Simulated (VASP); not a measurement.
VASP input:

**KPOINTS**
```
Automatic mesh
0
Gamma
13 13 8
0 0 0
```

**INCAR**
```
SYSTEM = Be
PREC = Accurate
ENCUT = 400
EDIFF = 1E-6
NELM = 100
ALGO = Normal
LREAL = .FALSE.
LASPH = .TRUE.
ISMEAR = 1
SIGMA = 0.1
GGA = PE
LWAVE = .FALSE.
LCHARG = .FALSE.
ISIF = 2
NBANDS = 1
```

### POSCAR
```
Be
1
    1.1679000000    -2.0228620000     0.0000000000
    1.1679000000     2.0228620000     0.0000000000
    0.0000000000     0.0000000000     3.6516000000
Be
2
Direct
  0.3333330000   0.6666670000   0.2500000000
  0.6666670000   0.3333330000   0.7500000000
```

POTCAR, in this order: Be (PBE.64 set). Program: vasp_std.

The run wrote:

standard output:
```
 POSCAR found type information on POSCAR Be
 POSCAR found :  1 types and       2 ions
 Reading from existing POTCAR
 Reading from existing POTCAR
 LDA part: xc-table for (Slater+PW92), standard interpolation

 -----------------------------------------------------------------------------
|                                                                             |
|     EEEEEEE  RRRRRR   RRRRRR   OOOOOOO  RRRRRR      ###     ###     ###     |
|     E        R     R  R     R  O     O  R     R     ###     ###     ###     |
|     E        R     R  R     R  O     O  R     R     ###     ###     ###     |
|     EEEEE    RRRRRR   RRRRRR   O     O  RRRRRR       #       #       #      |
|     E        R   R    R   R    O     O  R   R                               |
|     E        R    R   R    R   O     O  R    R      ###     ###     ###     |
|     EEEEEEE  R     R  R     R  OOOOOOO  R     R     ###     ###     ###     |
|                                                                             |
|     The number of bands is not sufficient to hold all electrons. I am       |
|     sorry, but this calculation does not make sense. If you want to         |
|     calculate only selected states, you need to set either EFERMI or        |
|     EREF. EREF specifies around which energy states are supposed to be      |
|     calculated.                                                             |
|     I found NBANDS = 1, NELECT = 4.                                         |
|                                                                             |
|       ---->  I REFUSE TO CONTINUE WITH THIS SICK JOB ... BYE!!! <----       |
|                                                                             |
 -----------------------------------------------------------------------------
```

**Question.** From input and log, find the fault in this run and mend it.

**Answer.** The cause: NBANDS is too small to hold all electrons. VASP stops with an error: The number of bands is not sufficient to hold all electrons. I am sorry, but this calculation does not make sense. If you want to calculate only selected states, you need to set either EFERMI or EREF. EREF specifies around which energy states are supposed to be calculated. I found NBANDS = 1, NELECT = 4. ----> I REFUSE TO CONTINUE WITH THIS SICK JOB ... BYE!!! <---- To mend it, remove NBANDS.

The mended run (PBE GGA, plane waves, VASP's PBE PAW potentials (set 64)) converges, and its OSZICAR ends with
```
   1 F= -.74877762E+01 E0= -.74876958E+01  d E =-.241140E-03
```

The compound is Be in the hcp structure. The cell was not relaxed at this level.
